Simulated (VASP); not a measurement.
Given:

```yaml
crystal:
  lattice:
    - [1.45806, -2.52544, 0.00000]
    - [1.45806, 2.52544, 0.00000]
    - [0.00000, 0.00000, 2.84445]
  atoms:
    - { symbol: W, position: [0.00000, 0.00000, 0.00000] }
    - { symbol: C, position: [0.33333, 0.66667, 0.50000] }
```

Calculation: optB86b-vdW, VASP's PBE PAW potentials (set 64) (plane waves; VASP 6.6.1). Numerical set-up: 520 eV cut-off, Gaussian smearing of 0.050 eV, potentials W_sv C.

Unless said otherwise, spin-orbit coupling is left out, though it shifts the bands of the heavy elements here.

**Question.** Predict the band gap (along the path) with the smallest direct gap where there is one.

**Answer.** 
```json
{
  "band gap (along the path)": "none (metal, semimetal or under 0.01 eV)"
}
```

The compound is WC in the wc structure. It was relaxed first.
